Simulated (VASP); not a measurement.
Level of theory: PBE GGA, VASP's PBE PAW potentials (set 64) (plane waves; VASP).

VASP input:

File POSCAR:
```
BN
1
    2.5550770556     0.0000000000     0.0000000000
   -1.2775385278     2.2127618604     0.0000000000
    0.0000000000     0.0000000000     4.2253909680
B N
2 2
Direct
  0.3333330000   0.6666670000   0.0002335247
  0.6666670000   0.3333330000   0.5002335247
  0.3333330000   0.6666670000   0.3747664753
  0.6666670000   0.3333330000   0.8747664753
```

**KPOINTS**
```
Regular mesh
0
Gamma
  9 9 5
0 0 0
```

### INCAR
```
GGA  =  PE   ! PBE
IBRION  =  2
ISIF  =  3
ISMEAR  =  0
SYSTEM  =  BN
EDIFF  =  1E-6   ! SCF stop (eV)
SIGMA  =  0.05   ! width (eV)
NSW  =  60
PREC  =  Accurate
LREAL  =  .False.   ! projection in real space or not
NELM  =  100   ! most electronic steps
ENCUT  =  530   ! plane-wave cut-off (eV)
LCHARG  =  .False.
EDIFFG  =  -0.02
LWAVE  =  .False.
ALGO  =  Normal   ! blocked Davidson
LASPH  =  .True.   ! aspherical one-centre terms
```

POTCAR, in this order: B N (PBE.64 set). Program: vasp_std.

The run wrote:

File OUTCAR:
```
 ion  position               nearest neighbor table
   1  0.333  0.667  0.000-   4 1.57   4 1.57   4 1.57   3 1.58
   2  0.667  0.333  0.500-   3 1.57   3 1.57   3 1.57   4 1.58
   3  0.333  0.667  0.375-   2 1.57   2 1.57   2 1.57   1 1.58
   4  0.667  0.333  0.875-   1 1.57   1 1.57   1 1.57   2 1.58
  LATTYP: Found a hexagonal cell.
 ALAT       =     2.5550770556
 C/A-ratio  =     1.6537234988
 Subroutine PRICEL returns:
 Original cell was already a primitive cell.
 Subroutine GETGRP returns: Found 12 space group operations
The static configuration has the point symmetry C_3v.
 The point group associated with its full space group is C_6v.
The dynamic configuration has the point symmetry C_3v.
 Subroutine INISYM returns: Found 12 space group operations
 Subroutine IBZKPT returns following result:
 Found     36 irreducible k-points:

 Following reciprocal coordinates:
            Coordinates               Weight
  0.000000  0.000000  0.000000      1.000000
  0.111111  0.000000  0.000000      6.000000
  0.222222  0.000000  0.000000      6.000000
  0.333333  0.000000  0.000000      6.000000
  0.444444  0.000000  0.000000      6.000000
...
```

File OSZICAR:
```
       N       E                     dE             d eps       ncg     rms          rms(c)
DAV:   1     0.496237357030E+02    0.49624E+02   -0.87052E+03   864   0.131E+03
DAV:   2    -0.342770687643E+02   -0.83901E+02   -0.78849E+02  1276   0.277E+02
DAV:   3    -0.367290573678E+02   -0.24520E+01   -0.24397E+01  1140   0.470E+01
DAV:   4    -0.367429897876E+02   -0.13932E-01   -0.13924E-01  1072   0.374E+00
DAV:   5    -0.367431491118E+02   -0.15932E-03   -0.15930E-03  1112   0.370E-01    0.940E+00
DAV:   6    -0.349977468839E+02    0.17454E+01   -0.47892E+00  1076   0.182E+01    0.451E+00
DAV:   7    -0.348624675525E+02    0.13528E+00   -0.22425E-01  1020   0.470E+00    0.270E+00
DAV:   8    -0.348336440242E+02    0.28824E-01   -0.72350E-02   964   0.252E+00    0.224E-01
DAV:   9    -0.348328072708E+02    0.83675E-03   -0.21701E-03  1088   0.494E-01    0.121E-01
DAV:  10    -0.348330508785E+02   -0.24361E-03   -0.39774E-04  1032   0.198E-01    0.264E-02
DAV:  11    -0.348330560933E+02   -0.52148E-05   -0.69036E-05  1116   0.727E-02    0.136E-02
DAV:  12    -0.348330570544E+02   -0.96108E-06   -0.95236E-06  1088   0.304E-02
   1 F= -.34833057E+02 E0= -.34833057E+02  d E =-.348331E+02
```

File OUTCAR:
```
------------------------ aborting loop because EDIFF is reached ----------------------------------------
  FORCE on cell =-STRESS in cart. coord.  units (eV):
  Direction    XX          YY          ZZ          XY          YZ          ZX
  --------------------------------------------------------------------------------------
  Total       -0.0036172     -0.0036172     -0.0081152      0.0000000      0.0000000     -0.0000000
  in kB       -0.2425947     -0.2425948     -0.5442593      0.0000000      0.0000000     -0.0000000
  external PRESSURE =      -0.3431496 kB  Pullay stress =       0.0000000 kB
  volume of cell :       23.89
      direct lattice vectors                 reciprocal lattice vectors
     2.555077056  0.000000000  0.000000000     0.391377629  0.225961957  0.000000000
    -1.277538528  2.212761860  0.000000000     0.000000000  0.451923914  0.000000000
     0.000000000  0.000000000  4.225390968     0.000000000  0.000000000  0.236664490
  FREE ENERGIE OF THE ION-ELECTRON SYSTEM (eV)
  ---------------------------------------------------
  free  energy   TOTEN  =       -34.8330570544 eV

  energy  without entropy=      -34.8330570544  energy(sigma->0) =      -34.83305705

 reached required accuracy - stopping structural energy minimisation
```
(Selected blocks of OUTCAR.)

The compound is BN in the wurtzite structure, a metastable high-pressure form. It was relaxed first. The start is the result of an earlier pass.
